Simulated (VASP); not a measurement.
# BSe (P6_3mc) in VASP: reference runs

Aim: a first look at BSe with PBE, on the cell as given.

Everything below comes from runs of VASP 6.6.1. Logs are shortened: lines on timing, memory, paths and dates and some standing lists are left out, and cuts for length are marked.

## (1) The structure

The structure is hexagonal, space group P6_3mc (No. 186). The conventional cell has a = 3.271 Å, b = 3.271 Å, c = 7.236 Å, α = 90.00°, β = 90.00°, γ = 120.00°. B (site symmetry 3m) is surrounded by 3 Se at 2.07 Å. Se (site symmetry 3m) has 3 B at 2.07 Å as nearest neighbours.

The cell was built by a generator and needn't be a form met in nature.

## (2) Single point, PBE

Input file INCAR:

```
  PREC = Accurate
  ENCUT = 520
  EDIFF = 1E-7
  ISMEAR = -1
  SIGMA = 0.05
  LREAL = F
  LASPH = T
  NELM = 100
  ALGO = Normal
  ISIF = 2
  LWAVE = F
  LCHARG = T
  GGA = PE
  LELF = T
  LVHAR = T
  NBANDS = 17
```

Input file KPOINTS:

```
Automatic mesh
0
Gamma
  9 9 4
```

Input file POSCAR:

```
BSe
1.0
    3.2707200000      0.0000000000      0.0000000000
   -1.6353600000      2.8325300000      0.0000000000
    0.0000000000      0.0000000000      7.2364800000
B Se
2 2
Direct
    0.3333300000      0.6666700000      0.3782800000
    0.6666700000      0.3333300000      0.8782800000
    0.3333300000      0.6666700000      0.9948500000
    0.6666700000      0.3333300000      0.4948500000
```

Potentials or basis: VASP PAW PBE potentials, release 64 (B, Se).

Run with:

```console
> cat potpaw_PBE.64/B/POTCAR potpaw_PBE.64/Se/POTCAR > POTCAR
> mpirun -np 1 vasp_std > vasp.out
```

OUTCAR:

```text
PREC = Accurate
   ENCUT = 520
   EDIFF = 1E-7
   ISMEAR = -1
   LREAL = F
   LASPH = T
   NELM = 100
   ISIF = 2
   GGA = PE

 ion  position               nearest neighbor table
   1  0.333  0.667  0.378-   4 2.07   4 2.07   4 2.07
   2  0.667  0.333  0.878-   3 2.07   3 2.07   3 2.07
   3  0.333  0.667  0.995-   2 2.07   2 2.07   2 2.07
   4  0.667  0.333  0.495-   1 2.07   1 2.07   1 2.07

  LATTYP: Found a hexagonal cell.
 ALAT       =     3.2707200000
 C/A-ratio  =     2.2125036689

  Lattice vectors:

 A1 = (   3.2707200000,   0.0000000000,   0.0000000000)
 A2 = (  -1.6353600000,   2.8325300000,   0.0000000000)
 A3 = (   0.0000000000,   0.0000000000,   7.2364800000)

Analysis of symmetry for initial positions (statically):
=====================================================================
 Subroutine PRICEL returns:
 Original cell was already a primitive cell.

 Routine SETGRP: Setting up the symmetry group for a
 hexagonal supercell.

 Subroutine GETGRP returns: Found  4 space group operations
 (whereof  2 operations were pure point group operations)
 out of a pool of 24 trial point group operations.

The static configuration has the point symmetry C_1h.
 The point group associated with its full space group is C_2v.

Analysis of symmetry for dynamics (positions and initial velocities):
=====================================================================
 Subroutine PRICEL returns:
 Original cell was already a primitive cell.

 Routine SETGRP: Setting up the symmetry group for a
 hexagonal supercell.

 Subroutine GETGRP returns: Found  4 space group operations
 (whereof  2 operations were pure point group operations)
 out of a pool of 24 trial point group operations.

The dynamic configuration has the point symmetry C_1h.
 The point group associated with its full space group is C_2v.

 Subroutine INISYM returns: Found  4 space group operations
 (whereof  2 operations are pure point group operations),
 and found     1 'primitive' translations

----------------------------------------------------------------------------------------

                                     Primitive cell

  volume of cell :      67.0417

  direct lattice vectors                    reciprocal lattice vectors
     3.270720000  0.000000000  0.000000000     0.305743078  0.176520637  0.000000000
    -1.635360000  2.832530000  0.000000000     0.000000000  0.353041274  0.000000000
     0.000000000  0.000000000  7.236480000     0.000000000  0.000000000  0.138188733

  length of vectors
     3.270720000  3.270722937  7.236480000     0.353041591  0.353041274  0.138188733

  position of ions in fractional coordinates (direct lattice)
     0.333330000  0.666670000  0.378280000
     0.666670000  0.333330000  0.878280000
     0.333330000  0.666670000  0.994850000
     0.666670000  0.333330000  0.494850000

  ion indices of the primitive-cell ions
   primitive index   ion index
                 1           1
                 2           2
                 3           3
                 4           4

----------------------------------------------------------------------------------------

 KPOINTS: Automatic mesh

Automatic generation of k-mesh.
 Grid dimensions read from file:
 generate k-points for:    9    9    4

 Generating k-lattice:

  Cartesian coordinates                     Fractional coordinates (reciprocal lattice)
     0.033971453  0.019613404  0.000000000     0.111111111 -0.000000000  0.000000000
     0.000000000  0.039226808  0.000000000     0.000000000  0.111111111  0.000000000
     0.000000000  0.000000000  0.034547183     0.000000000  0.000000000  0.250000000

  Length of vectors
     0.039226843  0.039226808  0.034547183

  Shift w.r.t. Gamma in fractional coordinates (k-lattice)
     0.000000000  0.000000000  0.000000000

 Subroutine IBZKPT returns following result:
 ===========================================

 Found     75 irreducible k-points:

 Following reciprocal coordinates:
            Coordinates               Weight
  0.000000  0.000000  0.000000      1.000000
  0.111111  0.000000  0.000000      4.000000
 -0.111111  0.111111  0.000000      2.000000
  0.222222  0.000000  0.000000      4.000000
 -0.222222  0.222222  0.000000      2.000000
  0.333333 -0.000000  0.000000      4.000000
[... 16 lines left out ...]
 -0.222222 -0.444444  0.000000      4.000000
  0.444444  0.333333  0.000000      4.000000
 [... further k-points ...]
   k-points           NKPTS =     75   k-points in BZ     NKDIM =     75   number of bands    NBANDS=     17
   number of dos      NEDOS =    301   number of ions     NIONS =      4
   total plane-waves  NPLWV =  31104
   dimension x,y,z NGX =    24 NGY =   24 NGZ =   54
   dimension x,y,z NGXF=    48 NGYF=   48 NGZF=  108
   ions per type =               2   2
   NGX,Y,Z   is equivalent  to a cutoff of  12.20, 12.20, 12.41 a.u.
   NGXF,Y,Z  is equivalent  to a cutoff of  24.40, 24.40, 24.81 a.u.
 SYSTEM =  unknown system
   PREC   = accura    normal or accurate (medium, high low for compatibility)
   ISTART =      0    job   : 0-new  1-cont  2-samecut
   ICHARG =      2    charge: 1-file 2-atom 10-const
   ISPIN  =      1    spin polarized calculation?
   LNONCOLLINEAR =      F non collinear calculations
   LSORBIT =      F    spin-orbit coupling
   LASPH  =      T    aspherical Exc in radial PAW
   ENCUT  =  520.0 eV  38.22 Ry    6.18 a.u.   6.08  6.08 13.46*2*pi/ulx,y,z
   NELM   =    100;   NELMIN=  2; NELMDL= -5     # of ELM steps
   EDIFF  = 0.1E-06   stopping-criterion for ELM
   LREAL  =      F    real-space projection
   EDIFFG = 0.1E-05   stopping-criterion for IOM
   NSW    =      0    number of steps for IOM
   IBRION =     -1    ionic relax: 0-MD 1-quasi-New 2-CG
   NFREE  =      0    steps in history (QN), initial steepest desc. (CG)
   ISIF   =      2    stress and relaxation
   ISYM   =      2    0-nonsym 1-usesym 2-fastsym
   POTIM  = 0.5000    time-step for ionic-motion
   TEBEG  =    0.0;   TEEND  =   0.0 temperature during run
   PSTRESS=    0.0 pullay stress
   NELECT =      18.0000    total number of electrons
   NUPDOWN=      -1.0000    fix difference up-down
   EMIN   =  10.00;   EMAX   =-10.00  energy-range for DOS
   EFERMI =   0.00;   METHOD = LEGACY
   ISMEAR =    -1;   SIGMA  =   0.05  broadening in eV -4-tet -1-fermi 0-gaus
   EFERMI_NEDOS =   21; number of points for ismear=-14 and -15
   IALGO  =     38    algorithm
   IMIX   =      4    mixing-type and parameters
     AMIX     =   0.40;   BMIX     =  1.00
     AMIX_MAG =   1.60;   BMIX_MAG =  1.00
  volume/ion in A,a.u.               =      16.76       113.10
  Fermi-wavevector in a.u.,A,eV,Ry     =   1.056130  1.995796 15.176073  1.115410
  Thomas-Fermi vector in A             =   2.191354
   LORBIT       =      0    0 simple, 1 ext, 2 COOP (PROOUT), +10 PAW based schemes
   GGA     = PE    functional components
   LHFCALC =     F    Hartree Fock is set to
   AEXX    =    0.0000 exact exchange contribution
   IVDW    =     0    specifies the selected vdW correction
   LEPSILON=     F    determine dielectric tensor
   LRPA    =     F    only Hartree local field effects (RPA)
 non-spin polarized calculation
  energy-cutoff  :      520.00
  volume of cell :       67.04
 maximum number of plane-waves:      1827
   NGX = 13   NGY = 13   NGZ = 27

 number of electron      17.9999999 magnetization

 Free energy of the ion-electron system (eV)
  ---------------------------------------------------
  ext. energy  EPLUGINS =         0.00000000
  ---------------------------------------------------
  free energy    TOTEN  =       -17.62381178 eV

  energy without entropy =      -17.61914757  energy(sigma->0) =      -17.62147967

 E-fermi :   5.2112     XC(G=0):  -9.7510

 val. band max:        5.0576035853   @ k =   0.3333   0.3333   0.2500
 cond. band min:       5.2857859274   @ k =   0.3333  -0.0000   0.5000
 fundamental gap:      0.2281823421
 Fermi energy:         5.2111781918

 k-point     1 :       0.0000    0.0000    0.0000
  band No.  band energies     occupation
      1     -12.2289      2.00000
      2     -11.7835      2.00000
      3      -3.1912      2.00000
      4       0.5503      2.00000
      5       2.2505      2.00000
      6       2.2509      2.00000
[... 9 lines left out ...]
     16       9.9066      0.00000
     17      14.0102      0.00000

 k-point     2 :       0.1111    0.0000    0.0000
  band No.  band energies     occupation
      1     -12.0549      2.00000
      2     -11.6148      2.00000
      3      -3.0281      2.00000
      4       0.5733      2.00000
      5       0.9759      2.00000
      6       1.3905      2.00000
[... 9 lines left out ...]
     16       9.7926      0.00000
     17      13.0462      0.00000

 k-point     3 :      -0.1111    0.1111    0.0000
  band No.  band energies     occupation
      1     -12.0549      2.00000
      2     -11.6148      2.00000
      3      -3.0281      2.00000
      4       0.5734      2.00000
      5       0.9761      2.00000
      6       1.3907      2.00000
[... 9 lines left out ...]
     16       9.7926      0.00000
     17      13.0462      0.00000

 k-point     4 :       0.2222    0.0000    0.0000
  band No.  band energies     occupation
      1     -11.5520      2.00000
      2     -11.1317      2.00000
      3      -2.6489      2.00000
      4      -1.1498      2.00000
      5      -0.9992      2.00000
      6       1.1171      2.00000
[... 9 lines left out ...]
     16      11.0126      0.00000
     17      12.1925      0.00000
[... 343 lines left out ...]
      1      -9.7699      2.00000
      2      -9.5854      2.00000
      3      -4.4813      2.00000
      4      -4.2741      2.00000
      5      -1.9823      2.00000
      6      -1.5018      2.00000
[... 9 lines left out ...]
     16      11.8228      0.00000
     17      12.6757      0.00000

 k-point    23 :      -0.2222   -0.4444    0.0000
  band No.  band energies     occupation
      1      -9.7700      2.00000
      2      -9.5854      2.00000
      3      -4.4812      2.00000
      4      -4.2741      2.00000
      5      -1.9823      2.00000
      6      -1.5018      2.00000
[... 9 lines left out ...]
     16      11.8227      0.00000
     17      12.6759      0.00000

 k-point    24 :       0.4444    0.3333    0.0000
  band No.  band energies     occupation
      1      -9.7700      2.00000
      2      -9.5854      2.00000
      3      -4.4811      2.00000
      4      -4.2740      2.00000
      5      -1.9824      2.00000
      6      -1.5019      2.00000
[... 9 lines left out ...]
     16      11.8228      0.00000
     17      12.6753      0.00000

 [... further k-points ...]
[... 5 lines left out ...]
  --------------------------------------------------------------------------------------
  -------------------------------------------------------------------------------------
  Total       -0.1391130     -0.1388702      0.2180406      0.0002106      0.0000000      0.0000000
  in kB       -3.3245507     -3.3187483      5.2107802      0.0050319      0.0000000      0.0000000
  external PRESSURE =      -0.4775063 kB  Pullay stress =       0.0000000 kB

 VOLUME and BASIS-vectors are now :
 -----------------------------------------------------------------------------
  energy-cutoff  :      520.00
  volume of cell :       67.04
      direct lattice vectors                 reciprocal lattice vectors
     3.270720000  0.000000000  0.000000000     0.305743078  0.176520637  0.000000000
    -1.635360000  2.832530000  0.000000000     0.000000000  0.353041274  0.000000000
     0.000000000  0.000000000  7.236480000     0.000000000  0.000000000  0.138188733

 POSITION                                       TOTAL-FORCE (eV/Angst)
 -----------------------------------------------------------------------------------
     -0.00002      1.88836      2.73742         0.000391     -0.000226     -0.123644
      1.63538      0.94417      6.35566        -0.000391      0.000226     -0.123644
     -0.00002      1.88836      7.19921         0.000391     -0.000226      0.123644
      1.63538      0.94417      3.58097        -0.000391      0.000226      0.123644
 -----------------------------------------------------------------------------------
    total drift:                                0.000000      0.000000      0.000191

  FREE ENERGIE OF THE ION-ELECTRON SYSTEM (eV)
  ---------------------------------------------------
  free  energy   TOTEN  =       -17.6238117777 eV

  energy  without entropy=      -17.6191475682  energy(sigma->0) =      -17.62147967
```

Wall time 1.9 min (1 thread of AMD EPYC 7R43 (Zen 3), shared host); peak memory 0.19 GiB.

What came out:

```
Free energy            : -17.6238 eV
Pressure               : 0.0 GPa
Largest force          : 0.124 eV/Å
Band gap on the k mesh : none (metal or under the smearing width)
```

Forces on the atoms (eV/Å):
```
B    0.000  0.000 -0.124
B    0.000  0.000 -0.124
Se   0.000  0.000  0.124
Se   0.000  0.000  0.124
```
